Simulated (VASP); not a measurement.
Level of theory: PBE0 hybrid, VASP's PBE PAW potentials (set 64) (plane waves; VASP).

The input files of a VASP run:

**KPOINTS**
```
Automatic mesh
0
Gamma
1 1 1
0 0 0
```

### INCAR
```
SYSTEM = KMgF3
PREC = Accurate
ENCUT = 400
EDIFF = 1E-6
NELM = 100
ALGO = Normal
LREAL = .FALSE.
LASPH = .TRUE.
ISMEAR = 0
SIGMA = 0.01
GGA = PE
AEXX = 0.25
HFRCUT = -1
LHFCALC = .TRUE.
PRECFOCK = Fast
ISYM = 3
LWAVE = .FALSE.
LCHARG = .FALSE.
ISIF = 2
```

POSCAR:
```
KMgF3
1
    3.9653410000     0.0000000000     0.0000000000
    0.0000000000     3.9653410000     0.0000000000
    0.0000000000     0.0000000000     3.9653410000
K Mg F
1 1 3
Direct
  0.5000000000   0.5000000000   0.5000000000
  0.0000000000   0.0000000000   0.0000000000
  0.0000000000   0.5000000000   0.0000000000
  0.5000000000   0.0000000000   0.0000000000
  0.0000000000   0.0000000000   0.5000000000
```

POTCAR, in this order: K_sv Mg F (PBE.64 set). Program: vasp_std.

The run wrote:

**OUTCAR**
```
 ion  position               nearest neighbor table
   1  0.500  0.500  0.500-   3 2.80   4 2.80   5 2.80   3 2.80   4 2.80   4 2.80   5 2.80   4 2.80
                             3 2.80   5 2.80   3 2.80   5 2.80   2 3.43   2 3.43   2 3.43   2 3.43
   2  0.000  0.000  0.000-   3 1.98   4 1.98   5 1.98   5 1.98   3 1.98   4 1.98   1 3.43   1 3.43
                             1 3.43   1 3.43   1 3.43   1 3.43   1 3.43   1 3.43
   3  0.000  0.500  0.000-   2 1.98   2 1.98   1 2.80   1 2.80   1 2.80   1 2.80
   4  0.500  0.000  0.000-   2 1.98   2 1.98   1 2.80   1 2.80   1 2.80   1 2.80
   5  0.000  0.000  0.500-   2 1.98   2 1.98   1 2.80   1 2.80   1 2.80   1 2.80
  LATTYP: Found a simple cubic cell.
 ALAT       =     3.9653410000
 Subroutine PRICEL returns:
 Original cell was already a primitive cell.
 Subroutine GETGRP returns: Found 48 space group operations
The static configuration has the point symmetry O_h .
The dynamic configuration has the point symmetry O_h .
 Subroutine INISYM returns: Found 48 space group operations
 Subroutine IBZKPT returns following result:
 Found      1 irreducible k-points:

 Following reciprocal coordinates:
            Coordinates               Weight
  0.000000  0.000000  0.000000      1.000000
 Subroutine IBZKPT_HF returns following result:
   k-points           NKPTS =      1   k-points in BZ     NKDIM =      1   number of bands    NBANDS=     20
   number of dos      NEDOS =    301   number of ions     NIONS =      5
   total plane-waves  NPLWV =  21952
   dimension x,y,z NGX =    28 NGY =   28 NGZ =   28
   dimension x,y,z NGXF=    56 NGYF=   56 NGZF=   56
   ions per type =               1   1   3
   PREC   = accura    normal or accurate (medium, high low for compatibility)
   ISTART =      0    job   : 0-new  1-cont  2-samecut
   ICHARG =      2    charge: 1-file 2-atom 10-const
   ISPIN  =      1    spin polarized calculation?
   LNONCOLLINEAR =      F non collinear calculations
   LSORBIT =      F    spin-orbit coupling
   INIWAV =      1    electr: 0-lowe 1-rand  2-diag
   ENCUT  =  400.0 eV  29.40 Ry    5.42 a.u.   6.47  6.47  6.47*2*pi/ulx,y,z
   NELM   =    100;   NELMIN=  2; NELMDL= -5     # of ELM steps
   EDIFF  = 0.1E-05   stopping-criterion for ELM
   LREAL  =      F    real-space projection
...
```

**OSZICAR**
```
       N       E                     dE             d eps       ncg     rms          rms(c)
DAV:   1    -0.193072765562E+03   -0.19307E+03   -0.16232E+04    40   0.125E+03
DAV:   2    -0.437923667536E+03   -0.24485E+03   -0.23056E+03    60   0.349E+02
DAV:   3    -0.449243542277E+03   -0.11320E+02   -0.11200E+02    48   0.769E+01
DAV:   4    -0.449928048939E+03   -0.68451E+00   -0.68353E+00    64   0.120E+01
DAV:   5    -0.316479850789E+02    0.41828E+03   -0.35764E+00    44   0.217E+01    0.107E+01
DAV:   6    -0.279344748141E+02    0.37135E+01   -0.12270E+01    40   0.296E+01    0.390E+00
DAV:   7    -0.281599832515E+02   -0.22551E+00   -0.22470E+00    44   0.108E+01    0.345E+00
DAV:   8    -0.281550006039E+02    0.49826E-02   -0.35275E-02    40   0.184E+00    0.215E+00
DAV:   9    -0.281407077281E+02    0.14293E-01   -0.39814E-02    40   0.186E+00    0.112E+00
DAV:  10    -0.281390730197E+02    0.16347E-02   -0.68421E-03    52   0.844E-01    0.640E-01
DAV:  11    -0.281376209799E+02    0.14520E-02   -0.11422E-03    40   0.371E-01    0.402E-01
DAV:  12    -0.281369239448E+02    0.69704E-03   -0.67921E-04    48   0.248E-01    0.259E-01
DAV:  13    -0.281366566058E+02    0.26734E-03   -0.23457E-04    40   0.159E-01    0.162E-01
DAV:  14    -0.281365566194E+02    0.99986E-04   -0.97776E-05    60   0.100E-01    0.992E-02
DAV:  15    -0.281365199847E+02    0.36635E-04   -0.32342E-05    44   0.644E-02    0.603E-02
DAV:  16    -0.281365070082E+02    0.12976E-04   -0.13693E-05    40   0.409E-02    0.369E-02
DAV:  17    -0.281365025300E+02    0.44782E-05   -0.57670E-06    44   0.261E-02    0.228E-02
DAV:  18    -0.281365010040E+02    0.15260E-05   -0.23378E-06    28   0.166E-02    0.139E-02
DAV:  19    -0.281365004899E+02    0.51412E-06   -0.11317E-06    24   0.116E-02
   1 F= -.28136500E+02 E0= -.28136500E+02  d E =-.283398E-92
```

OUTCAR:
```
------------------------ aborting loop because EDIFF is reached ----------------------------------------
  FORCE on cell =-STRESS in cart. coord.  units (eV):
  Direction    XX          YY          ZZ          XY          YZ          ZX
  --------------------------------------------------------------------------------------
  Total        1.7168920      1.7168920      1.7168920      0.0000000      0.0000000      0.0000000
  in kB       44.1176065     44.1176065     44.1176065      0.0000000      0.0000000      0.0000000
  external PRESSURE =      44.1176065 kB  Pullay stress =       0.0000000 kB
  volume of cell :       62.35
      direct lattice vectors                 reciprocal lattice vectors
     3.965341000  0.000000000  0.000000000     0.252185121  0.000000000  0.000000000
     0.000000000  3.965341000  0.000000000     0.000000000  0.252185121  0.000000000
     0.000000000  0.000000000  3.965341000     0.000000000  0.000000000  0.252185121
 POSITION                                       TOTAL-FORCE (eV/Angst)
 -----------------------------------------------------------------------------------
      1.98267      1.98267      1.98267         0.000000      0.000000      0.000000
      0.00000      0.00000      0.00000         0.000000      0.000000      0.000000
      0.00000      1.98267      0.00000         0.000000      0.000000      0.000000
      1.98267      0.00000      0.00000         0.000000      0.000000      0.000000
      0.00000      0.00000      1.98267         0.000000      0.000000      0.000000
 -----------------------------------------------------------------------------------
    total drift:                                0.000002     -0.000001     -0.000009
  FREE ENERGIE OF THE ION-ELECTRON SYSTEM (eV)
  ---------------------------------------------------
  free  energy   TOTEN  =       -28.1365004899 eV

  energy  without entropy=      -28.1365004899  energy(sigma->0) =      -28.13650049

  exchange ACFDT corr.  =         0.00000000  see jH, gK, PRB 81, 115126
```
(Selected blocks of OUTCAR.)

At this cut-off the stress carries a Pulay error, which pulls relaxed volumes low.

The structure comes from a computed database's KMgF3 entry; how it stands against other phases isn't given here. The cell was not relaxed at this level. The k-mesh is coarse (spacing up to 1.58 per Å, 2π included), so the numbers may not be converged in it. The run is one of a series of settings (AEXX = 0.25, GGA = PE, HFRCUT = -1, ISYM = 3, LHFCALC = .TRUE., PRECFOCK = Fast, KPOINTS 1×1×1 Γ-centred mesh against the base run), some of them coarse on purpose.
